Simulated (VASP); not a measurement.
These are r2SCAN meta-GGA, VASP's PBE PAW potentials (set 64) (plane waves; VASP) values and carry that method's errors.

The input files of a VASP run:

### KPOINTS
```
K-points
0
Gamma
7 7 4
```

**POSCAR**
```
PbBrF
7.6590220
  0.5466172864   0.0000000000   0.0000000000
  0.0000000000   0.5466172864   0.0000000000
  0.0000000000   0.0000000000   0.9999999852
Pb Br F
2 2 2
Cartesian
  0.0000000000   0.2733086432   0.8094853645
  0.2733086432   0.0000000000   0.1905146207
  0.2733086432   0.0000000000   0.6522098806
  0.0000000000   0.2733086432   0.3477901045
  0.2733086432   0.2733086432   0.0000000000
  0.0000000000   0.0000000000   0.0000000000
```

### INCAR
```
ALGO=Normal
CSHIFT=0.1
EDIFF=1E-7
ENCUT=520
ISMEAR=0
LASPH=T
LCHARG=F
LMAXMIX=4
LMIXTAU=T
LOPTICS=T
LPEAD=T
LREAL=F
LWAVE=F
METAGGA=R2SCAN
NBANDS=99
NEDOS=1001
NELM=100
PREC=Accurate
SIGMA=0.01
SYSTEM=PbBrF
```

POTCAR, in this order: Pb_d Br F (PBE.64 set). Program: vasp_std.

Question: What will the output report for the number of irreducible k-points (NKPTS), largest plane-wave count, number of space-group operations, FFT grid (NGX, NGY, NGZ)?

Answer: 
| Quantity | Value |
|---|---|
| number of irreducible k-points (NKPTS) | 30 |
| largest plane-wave count | 3634 |
| number of space-group operations | 16 |
| FFT grid (NGX, NGY, NGZ) | 32 × 32 × 60 |

The structure comes from a computed database's PbBrF entry (P4/nmm); how it stands against other phases isn't given here. It was relaxed first.
